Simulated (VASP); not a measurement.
**ZnO (zincite): single point with r2SCAN**

**The experiment to reproduce.**

From “Electronic structure of alkaline earth and post-transition metal oxides”, 2009, arxiv:0908.1581, for a bulk crystal of ZnO: band gap 3.37 eV.

The system is ZnO (zincite).

```
Zn O
1.0
     3.23520    0.00000    0.00000
    -1.61760    2.80177    0.00000
     0.00000    0.00000    5.21136
Zn O
2 2
Direct
  0.33333 0.66667 0.49969
  0.66667 0.33333 0.99969
  0.66667 0.33333 0.37932
  0.33333 0.66667 0.87932
```

```
Program             : VASP 6.6.1
Task                : single point
Functional          : r2SCAN
Potentials or basis : VASP PAW PBE potentials, release 64 (Zn, O)
Cutoff              : 520 eV
k mesh              : 9 × 9 × 6
Occupations         : gaussian, width 0.02 eV
Spin                : no spin polarisation
```

```
Pressure                                              : 1.0 GPa
Largest force                                         : 0.010 eV/Å
Band gap on the k mesh                                : 1.23 eV, direct
Valence electrons inside the program's atomic spheres : Zn 10.85; O 5.04
```

Forces on the atoms (eV/Å):
```
Zn   0.000  0.000 -0.010
Zn   0.000  0.000 -0.010
O    0.000  0.000  0.010
O    0.000  0.000  0.010
```

Stress tensor (GPa, compression positive):
```
0.99 0.00 0.00
0.00 0.99 0.00
0.00 0.00 1.11
```

Levels at points of the mesh, in eV from the valence-band top:
| k point | band 14 | band 15 | band 16 | band 17 | band 18 | band 19 | band 20 | band 21 | band 22 | band 23 |
| --- | --- | --- | --- | --- | --- | --- | --- | --- | --- | --- |
| (0.00, 0.00, 0.00) | -0.82 | -0.82 | -0.09 | 0.00 | 0.00 | 1.23 | 5.87 | 8.83 | 13.73 | 13.73 |
| (0.00, 0.00, 0.50) | -2.25 | -0.40 | -0.40 | -0.40 | -0.40 | 3.94 | 3.94 | 10.83 | 10.83 | 14.03 |

Wall time 2.2 min on 1 thread of Intel(R) Xeon(R) Platinum 8259CL CPU @ 2.50GHz (Skylake/Cascade Lake) (shared host), peak memory 0.2 GiB.

A measured gap of ZnO is 3.37 eV (quoted in “Electronic structure of alkaline earth and post-transition metal oxides”, 2009, arxiv:0908.1581); the calculated 1.23 eV misses it by -2.14 eV. So large a miss can be the level of theory's own, or it may mean another phase, state or a wrong row. The value is that of r2SCAN, without temperature or zero-point motion.

Caveat: the PAW data sets were made with another functional, which shifts forces and pressure a little.
